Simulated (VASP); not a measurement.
# BN (Qingsongite): what each functional gives for the gap, part 2 of 2

How does the band gap of BN (Qingsongite) depend on the functional? The starting structure is a measured crystal structure from the Crystallography Open Database. Cell and atoms stay as given. Meshes and data sets differ where the inputs say so.

VASP 6.6.1.

Results so far: LDA 4.342 eV; PBE 4.456 eV; r2SCAN 4.971 eV.

## Step 5: Bands with TB-mBJ

Level of this step: TB-mBJ; plane waves and PAW (N, B) (VASP).

TB-mBJ is a local potential fitted to gaps: it costs far less than a hybrid but gives no energy. Its energies, forces and stress mean nothing.

File INCAR:

```
SYSTEM = BN
PREC = Accurate
ENCUT = 460
EDIFF = 1E-06
NELM = 150
ISMEAR = 0
SIGMA = 0.03
LREAL = .FALSE.
ALGO = Normal
METAGGA = MBJ
LASPH = .TRUE.
NBANDS = 16
LORBIT = 11
LWAVE = .FALSE.
LCHARG = .FALSE.
KPAR = 8
```

File POSCAR:

```
BN
1.0
    0.0000000000      1.8075000000      1.8075000000
    1.8075000000      0.0000000000      1.8075000000
    1.8075000000      1.8075000000      0.0000000000
N B
1 1
Direct
    0.7500000000      0.7500000000      0.7500000000
    0.0000000000      0.0000000000      0.0000000000
```

File KPOINTS:

```
Automatic mesh
0
Gamma
10 10 10
0 0 0
```

File KPOINTS_OPT:

```
Line mode
10
Line-mode
Reciprocal
  0.00000000   0.00000000   0.00000000 GAMMA
  0.50000000   0.00000000   0.50000000 X

  0.50000000   0.00000000   0.50000000 X
  0.50000000   0.25000000   0.75000000 W

  0.50000000   0.25000000   0.75000000 W
  0.37500000   0.37500000   0.75000000 K

  0.37500000   0.37500000   0.75000000 K
  0.00000000   0.00000000   0.00000000 GAMMA

  0.00000000   0.00000000   0.00000000 GAMMA
  0.50000000   0.50000000   0.50000000 L

  0.50000000   0.50000000   0.50000000 L
  0.62500000   0.25000000   0.62500000 U

  0.62500000   0.25000000   0.62500000 U
  0.50000000   0.25000000   0.75000000 W

  0.50000000   0.25000000   0.75000000 W
  0.50000000   0.50000000   0.50000000 L

  0.50000000   0.50000000   0.50000000 L
  0.37500000   0.37500000   0.75000000 K

  0.62500000   0.25000000   0.62500000 U
  0.50000000   0.00000000   0.50000000 X
```

Potentials, in the order of the species: N and B (PBE family, release 64).

The run is started by

```console
$ mpirun -np 8 vasp_std
```

Numbers of over 12 decimals in the logs are rounded to 6 here.

Log:

```text
[banner, memory and clock lines left out]
running    8 mpi-ranks, on    1 nodes
[...]
[... a notice as in an earlier step ...]

 [... a notice as in an earlier step ...]

 LDA part: xc-table for (None), standard interpolation
 POSCAR, INCAR and KPOINTS ok, starting setup
[...]
entering main loop
       N       E                     dE             d eps       ncg     rms          rms(c)
DAV:   1     0.254894564114E+02    0.25489E+02   -0.45520E+03  1552   0.468E+02
DAV:   2    -0.265820977696E+01   -0.28148E+02   -0.27290E+02  2040   0.124E+02
DAV:   3    -0.303672134891E+01   -0.37851E+00   -0.37842E+00  1600   0.121E+01
DAV:   4    -0.303694330177E+01   -0.22195E-03   -0.22195E-03  2080   0.340E-01
[...]
DAV:  44    -0.452105221681E+00    0.11200E-05   -0.69682E-12   752   0.112E-05    0.792E-06
DAV:  45    -0.452107024052E+00   -0.18024E-05   -0.57033E-12   752   0.102E-05    0.103E-06
DAV:  46    -0.452106779011E+00    0.24504E-06   -0.34410E-12   752   0.766E-06
   1 F= -.45210678E+00 E0= -.45210678E+00  d E =-.245812E-24
 Start KPOINTS_OPT (optional k-point list driver)
k-point batch [1-47\100]
       N       E                     dE             ncg
DAV:   1     0.122544387489E+04   -0.13252E+05     1520
DAV:   2    -0.979470132386E+02   -0.13234E+04     1944
DAV:   3    -0.114105891979E+03   -0.16159E+02     1752
DAV:   4    -0.114115463205E+03   -0.95712E-02     1960
DAV:   5    -0.114115469495E+03   -0.62900E-05     1768
DAV:   6    -0.114115469499E+03   -0.37618E-08     1544
[...]
k-point batch [95-100\100]
       N       E                     dE             ncg
DAV:   1     0.177240434654E+05   -0.22408E+04      192
DAV:   2     0.175651810913E+05   -0.15886E+03      272
DAV:   3     0.175631239787E+05   -0.20571E+01      232
DAV:   4     0.175631225094E+05   -0.14692E-02      240
DAV:   5     0.175631225082E+05   -0.12100E-05      240
DAV:   6     0.175631225082E+05   -0.15280E-08      192
```

It took 8 s on 8 MPI ranks of Intel Xeon 6975P-C (Granite Rapids), shared host; peak memory 0.99 GiB; 42 s of CPU time.

From OUTCAR (step 5):

```text
  Total       -5.9114775     -5.9114775     -5.9114775      0.0000000     -0.0000000     -0.0000000
  in kB     -801.9396926   -801.9396926   -801.9396926      0.0000000     -0.0000000     -0.0000000
  external PRESSURE =    -801.9396926 kB  Pullay stress =       0.0000000 kB

 POSITION                                       TOTAL-FORCE (eV/Angst)
 -----------------------------------------------------------------------------------
      2.71125      2.71125      2.71125         0.000000      0.000000      0.000000
      0.00000      0.00000      0.00000        -0.000000     -0.000000     -0.000000
 -----------------------------------------------------------------------------------
    total drift:                               -0.000000     -0.000000      0.000000

  FREE ENERGIE OF THE ION-ELECTRON SYSTEM (eV)
  ---------------------------------------------------
  free  energy   TOTEN  =        -0.4521067790 eV

  energy  without entropy=       -0.4521067790  energy(sigma->0) =       -0.45210678

[... 2 parts as in an earlier step ...]

[... 1 further part left out ...]
[key lines of the parts left out:]
E-fermi :   7.4778
```

TB-mBJ gives a least gap of 5.786 eV, and a least direct gap of 10.290 eV. The least gap is +1.444 eV from that of LDA.

## Step 6: Bands with HSE06

HSE06 mixes in a quarter of exact exchange at short range, at far higher cost; in semiconductors this cures much of the gap error, while metals seldom gain. This run uses a 7×7×7 mesh. Its starting orbitals come from a semilocal run on the same mesh, not shown.

File INCAR:

```
SYSTEM = BN
PREC = Accurate
ENCUT = 460
EDIFF = 1E-06
NELM = 100
ISMEAR = 0
SIGMA = 0.03
LREAL = .FALSE.
ALGO = Normal
LHFCALC = .TRUE.
AEXX = 0.25
GGA = PE
HFSCREEN = 0.2
LASPH = .TRUE.
NBANDS = 10
PRECFOCK = Fast
LORBIT = 11
LWAVE = .FALSE.
LCHARG = .FALSE.
KPAR = 8
```

POSCAR is that of step 5.

File KPOINTS:

```
Automatic mesh
0
Gamma
7 7 7
0 0 0
```

KPOINTS_OPT is that of step 5.

The run is started by

```console
$ mpirun -np 8 vasp_std
```

Log:

```text
[banner, memory and clock lines left out]
running    8 mpi-ranks, on    1 nodes
[...]
[... a notice as in an earlier step ...]

 LDA part: xc-table for (Slater+PW92), standard interpolation
 found WAVECAR, reading the header
 POSCAR, INCAR and KPOINTS ok, starting setup
[...]
reading WAVECAR
 the WAVECAR file was read successfully
 initial charge from wavefunction
 entering main loop
       N       E                     dE             d eps       ncg     rms          rms(c)
DAV:   1    -0.203621827631E+02   -0.20362E+02   -0.59130E-01   428   0.724E+00    0.639E-01
DAV:   2    -0.203624896143E+02   -0.30685E-03   -0.79939E-03   436   0.852E-01    0.409E-01
DAV:   3    -0.203616691515E+02    0.82046E-03   -0.29607E-03   440   0.332E-01    0.241E-01
DAV:   4    -0.203615831472E+02    0.86004E-04   -0.26979E-04   440   0.112E-01    0.145E-01
DAV:   5    -0.203615219538E+02    0.61193E-04   -0.23282E-05   432   0.443E-02    0.820E-02
DAV:   6    -0.203615037452E+02    0.18209E-04   -0.14449E-05   436   0.335E-02    0.449E-02
DAV:   7    -0.203614989723E+02    0.47729E-05   -0.21624E-06   430   0.156E-02    0.254E-02
DAV:   8    -0.203614976492E+02    0.13232E-05   -0.65436E-07   210   0.824E-03    0.148E-02
DAV:   9    -0.203614974361E+02    0.21309E-06   -0.27150E-07   224   0.517E-03
   1 F= -.20361497E+02 E0= -.20361497E+02  d E =-.675808E-32
 Start KPOINTS_OPT (optional k-point list driver)
k-point batch [1-20\100]
       N       E                     dE             ncg
DAV:   1     0.189222458056E+03   -0.65511E+04      416
DAV:   2    -0.295021111780E+03   -0.48424E+03      462
DAV:   3    -0.307745022223E+03   -0.12724E+02      464
DAV:   4    -0.307821915217E+03   -0.76893E-01      450
DAV:   5    -0.307822046745E+03   -0.13153E-03      444
DAV:   6    -0.307822046912E+03   -0.16685E-06      434
[...]
k-point batch [81-100\100]
       N       E                     dE             ncg
DAV:   1     0.691204917289E+02   -0.85048E+04      424
DAV:   2    -0.398372315041E+03   -0.46749E+03      442
DAV:   3    -0.408801532930E+03   -0.10429E+02      472
DAV:   4    -0.408863960144E+03   -0.62427E-01      458
DAV:   5    -0.408864078743E+03   -0.11860E-03      464
DAV:   6    -0.408864078862E+03   -0.11863E-06      464
```

The job ended after 56 s (8 MPI ranks; peak memory 1.8 GiB; 4.9 min of CPU time).

OUTCAR, selected parts (step 6):

```text
 POSITION                                       TOTAL-FORCE (eV/Angst)
 -----------------------------------------------------------------------------------
      2.71125      2.71125      2.71125         0.000000      0.000000      0.000000
      0.00000      0.00000      0.00000        -0.000000     -0.000000     -0.000000
 -----------------------------------------------------------------------------------
    total drift:                               -0.000001     -0.000000     -0.000000

  FREE ENERGIE OF THE ION-ELECTRON SYSTEM (eV)
  ---------------------------------------------------
  free  energy   TOTEN  =       -20.3614974361 eV

  energy  without entropy=      -20.3614974361  energy(sigma->0) =      -20.36149744

[... 1 part as in an earlier step ...]

[... 2 further parts left out ...]
[key lines of the parts left out:]
E-fermi :   6.7788
```

HSE06 gives a least gap of 5.793 eV, and a least direct gap of 10.573 eV. The least gap is +1.452 eV from that of LDA, on another mesh, which alone can move a gap by some hundredths of an eV.

## Step 7: Bands with PBE0

PBE0 keeps a quarter of exact exchange at all ranges; it tends to overshoot small gaps. This run uses a 7×7×7 mesh. It starts from the orbitals of an earlier run, not shown.

INCAR, as its differences from that of step 6:

```diff
@@ -12,3 +12,2 @@
 GGA = PE
-HFSCREEN = 0.2
 LASPH = .TRUE.
@@ -16,2 +15,3 @@
 PRECFOCK = Fast
+HFRCUT = -1
 LORBIT = 11
```

POSCAR is that of step 6.

KPOINTS is that of step 6.

KPOINTS_OPT is that of step 6.

The run is started by

```console
$ mpirun -np 8 vasp_std
```

Log:

```text
[banner, memory and clock lines left out]
running    8 mpi-ranks, on    1 nodes
[...]
[... a notice as in an earlier step ...]

 LDA part: xc-table for (Slater+PW92), standard interpolation
 found WAVECAR, reading the header
 POSCAR, INCAR and KPOINTS ok, starting setup
[...]
HFRCUT set to (new)   9.889101
 reading WAVECAR
 the WAVECAR file was read successfully
 initial charge from wavefunction
 entering main loop
       N       E                     dE             d eps       ncg     rms          rms(c)
DAV:   1    -0.212746717783E+02   -0.21275E+02   -0.58225E-01   426   0.719E+00    0.636E-01
DAV:   2    -0.212761446905E+02   -0.14729E-02   -0.83843E-03   440   0.871E-01    0.418E-01
DAV:   3    -0.212751922869E+02    0.95240E-03   -0.32215E-03   442   0.353E-01    0.245E-01
DAV:   4    -0.212751360910E+02    0.56196E-04   -0.41699E-04   458   0.133E-01    0.149E-01
DAV:   5    -0.212750762506E+02    0.59840E-04   -0.21324E-05   434   0.430E-02    0.850E-02
DAV:   6    -0.212750570847E+02    0.19166E-04   -0.17677E-05   436   0.354E-02    0.463E-02
DAV:   7    -0.212750524576E+02    0.46271E-05   -0.28802E-06   422   0.169E-02    0.260E-02
DAV:   8    -0.212750510465E+02    0.14112E-05   -0.59733E-07   208   0.821E-03    0.150E-02
DAV:   9    -0.212750507628E+02    0.28369E-06   -0.29916E-07   222   0.523E-03
   1 F= -.21275051E+02 E0= -.21275051E+02  d E =-.202842E-21
 Start KPOINTS_OPT (optional k-point list driver)
k-point batch [1-20\100]
       N       E                     dE             ncg
DAV:   1     0.131406038130E+03   -0.66090E+04      416
DAV:   2    -0.358378782368E+03   -0.48978E+03      462
DAV:   3    -0.370890626722E+03   -0.12512E+02      464
DAV:   4    -0.370965093872E+03   -0.74467E-01      450
DAV:   5    -0.370965216362E+03   -0.12249E-03      444
DAV:   6    -0.370965216511E+03   -0.14948E-06      434
[...]
k-point batch [81-100\100]
       N       E                     dE             ncg
DAV:   1     0.952227327227E+01   -0.85644E+04      424
DAV:   2    -0.462135361078E+03   -0.47166E+03      442
DAV:   3    -0.472351965538E+03   -0.10217E+02      472
DAV:   4    -0.472412495458E+03   -0.60530E-01      458
DAV:   5    -0.472412607765E+03   -0.11231E-03      464
DAV:   6    -0.472412607878E+03   -0.11306E-06      464
```

Elapsed: 52 s, on 8 MPI ranks; peak memory 1.1 GiB; 4.5 min of CPU time.

Parts of OUTCAR (step 7):

```text
 POSITION                                       TOTAL-FORCE (eV/Angst)
 -----------------------------------------------------------------------------------
      2.71125      2.71125      2.71125        -0.000000     -0.000000     -0.000000
      0.00000      0.00000      0.00000         0.000000      0.000000      0.000000
 -----------------------------------------------------------------------------------
    total drift:                               -0.000001      0.000000     -0.000000

  FREE ENERGIE OF THE ION-ELECTRON SYSTEM (eV)
  ---------------------------------------------------
  free  energy   TOTEN  =       -21.2750507628 eV

  energy  without entropy=      -21.2750507628  energy(sigma->0) =      -21.27505076

[... 2 parts as in an earlier step ...]

[... 1 further part left out ...]
[key lines of the parts left out:]
E-fermi :   6.3565
```

PBE0 gives a least gap of 6.537 eV, and a least direct gap of 11.314 eV. The least gap is +2.196 eV from that of LDA, on another mesh, which alone can move a gap by some hundredths of an eV.

## Step 8: Bands with r2SCAN-EpsX

Here the share of exact exchange is set to the inverse of the computed dielectric constant, since screening weakens exchange. This run uses a 7×7×7 mesh. It starts from the orbitals of an earlier run, not shown.

INCAR, as its differences from that of step 7:

```diff
@@ -10,4 +10,4 @@
 LHFCALC = .TRUE.
-AEXX = 0.25
-GGA = PE
+AEXX = 0.218
+METAGGA = R2SCAN
 LASPH = .TRUE.
```

POSCAR is that of step 7.

KPOINTS is that of step 7.

KPOINTS_OPT is that of step 7.

The run is started by

```console
$ mpirun -np 8 vasp_std
```

Log:

```text
[banner, memory and clock lines left out]
running    8 mpi-ranks, on    1 nodes
[...]
[... a notice as in an earlier step ...]

 [... a notice as in an earlier step ...]

 LDA part: xc-table for (None), standard interpolation
 found WAVECAR, reading the header
 POSCAR, INCAR and KPOINTS ok, starting setup
[...]
HFRCUT set to (new)   9.889101
 reading WAVECAR
 the WAVECAR file was read successfully
 initial charge from wavefunction
 entering main loop
       N       E                     dE             d eps       ncg     rms          rms(c)
DAV:   1    -0.220849766926E+02   -0.22085E+02   -0.10770E+00   426   0.984E+00    0.886E-01
DAV:   2    -0.220836712575E+02    0.13054E-02   -0.19490E-02   450   0.145E+00    0.558E-01
DAV:   3    -0.220821634499E+02    0.15078E-02   -0.84100E-03   462   0.594E-01    0.325E-01
DAV:   4    -0.220823428157E+02   -0.17937E-03   -0.90279E-04   464   0.208E-01    0.207E-01
DAV:   5    -0.220823014600E+02    0.41356E-04   -0.25940E-05   444   0.481E-02    0.121E-01
DAV:   6    -0.220822816148E+02    0.19845E-04   -0.21182E-05   434   0.389E-02    0.679E-02
DAV:   7    -0.220822767639E+02    0.48509E-05   -0.34914E-06   446   0.192E-02    0.389E-02
DAV:   8    -0.220822752534E+02    0.15105E-05   -0.62658E-07   302   0.966E-03    0.228E-02
DAV:   9    -0.220822748998E+02    0.35367E-06   -0.31941E-07   222   0.645E-03
   1 F= -.22082275E+02 E0= -.22082275E+02  d E =-.157650E-22
 Start KPOINTS_OPT (optional k-point list driver)
k-point batch [1-20\100]
       N       E                     dE             ncg
DAV:   1     0.116904692498E+03   -0.66235E+04      416
DAV:   2    -0.375947321405E+03   -0.49285E+03      464
DAV:   3    -0.387701550885E+03   -0.11754E+02      450
DAV:   4    -0.387766957835E+03   -0.65407E-01      452
DAV:   5    -0.387767048031E+03   -0.90195E-04      444
DAV:   6    -0.387767048135E+03   -0.10452E-06      436
[...]
k-point batch [81-100\100]
       N       E                     dE             ncg
DAV:   1    -0.671478804463E+01   -0.85806E+04      424
DAV:   2    -0.481096203518E+03   -0.47438E+03      442
DAV:   3    -0.490750394952E+03   -0.96542E+01      474
DAV:   4    -0.490802847522E+03   -0.52453E-01      464
DAV:   5    -0.490802930786E+03   -0.83264E-04      470
DAV:   6    -0.490802930863E+03   -0.76899E-07      466
```

Elapsed: 78 s, on 8 MPI ranks; peak memory 1.1 GiB; 6.9 min of CPU time.

From OUTCAR (step 8):

```text
 POSITION                                       TOTAL-FORCE (eV/Angst)
 -----------------------------------------------------------------------------------
      2.71125      2.71125      2.71125        -0.000000     -0.000000      0.000000
      0.00000      0.00000      0.00000         0.000000      0.000000     -0.000000
 -----------------------------------------------------------------------------------
    total drift:                               -0.000001      0.000000     -0.000001

  FREE ENERGIE OF THE ION-ELECTRON SYSTEM (eV)
  ---------------------------------------------------
  free  energy   TOTEN  =       -22.0822748998 eV

  energy  without entropy=      -22.0822748998  energy(sigma->0) =      -22.08227490

[... 2 parts as in an earlier step ...]

[... 1 further part left out ...]
[key lines of the parts left out:]
E-fermi :   6.4354
```

r2SCAN-EpsX gives a least gap of 6.611 eV, and a least direct gap of 11.453 eV. The least gap is +2.270 eV from that of LDA, on another mesh, which alone can move a gap by some hundredths of an eV.

## Step 9: Comparison

| level | gap (eV) | least direct gap (eV) | mesh | core minutes |
| --- | --- | --- | --- | --- |
| LDA | 4.342 | 8.682 | 10×10×10 | 0.32 |
| PBE | 4.456 | 8.817 | 10×10×10 | 0.32 |
| r2SCAN | 4.971 | 9.522 | 10×10×10 | 0.773 |
| TB-mBJ | 5.786 | 10.29 | 10×10×10 | 1.07 |
| HSE06 | 5.793 | 10.573 | 7×7×7 | 7.47 |
| PBE0 | 6.537 | 11.314 | 7×7×7 | 6.95 |
| r2SCAN-EpsX | 6.611 | 11.453 | 7×7×7 | 10.4 |

Core minutes are wall time times ranks of the run shown, on a shared host.

## Step 10: Outcome

* gap, LDA: 4.342 eV
* gap, PBE: 4.456 eV
* gap, r2SCAN: 4.971 eV
* gap, TB-mBJ: 5.786 eV
* gap, HSE06: 5.793 eV
* gap, PBE0: 6.537 eV
* gap, r2SCAN-EpsX: 6.611 eV

Without spin-orbit coupling the gap of BN (Qingsongite) runs from 4.342 eV (LDA) to 6.611 eV (r2SCAN-EpsX). HSE06 gives +1.34 eV from PBE, on another mesh, which alone can move a gap by some hundredths of an eV. TB-mBJ lies -0.01 eV from HSE06, on another mesh, which alone can move a gap by some hundredths of an eV. These are gaps between Kohn-Sham or generalised Kohn-Sham levels of a static lattice, without excitons or temperature. Further runs on this material are not shown.

[Lines on the potential files, build, host, timing and source positions are cut from VASP's logs without a mark.]

[Logs are printed without paths, hosts, clocks, repeated set-up lines and the standing remarks that a program may print on its own settings, such as how far it seeks lower states.]

[Hosts, paths, dates, database ids (printed as entryN), source tags and the programs' standing remarks are cut or masked in the printed files.]
